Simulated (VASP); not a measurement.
Data:

```xyz
2
Lattice="3.6804 -1.8800 0.0000 3.6804 1.8800 0.0000 2.7200 0.0000 3.1114" Properties=species:S:1:pos:R:3 pbc="T T T"
As     2.2883     0.0000     0.7063
As     7.7924     0.0000     2.4051
```

Method: rev-vdW-DF2, VASP's PBE PAW potentials (set 64) (plane waves; VASP 6.6.1). Settings: 520 eV cut-off, 11×11×11 Γ-centred mesh, first-order Methfessel-Paxton smearing of 0.10 eV, potentials As.

Energy and stress use the plane-wave basis of the starting cell.

Problem. The ions, cell shape and volume are relaxed. Predict the relaxed structure.

Solution. 
```xyz
2
Lattice="3.6513 -1.9092 -0.0266 3.6513 1.9092 -0.0266 2.6761 0.0000 3.1331" Properties=species:S:1:pos:R:3 pbc="T T T"
As     2.2829     0.0000     0.7046
As     7.6958     0.0000     2.3753
```
Space group R-3m (166), at a tolerance of 0.03 Å.

Problem. How do energy and volume change from the first to the last step?

Solution. The energy (σ→0) changes by -8.9 meV/atom and the volume by +2.1 %, in 7 ionic steps.

The compound is As in the a7 structure. This run relaxes it. Symmetry was kept, so distortions that lower it aren't found.
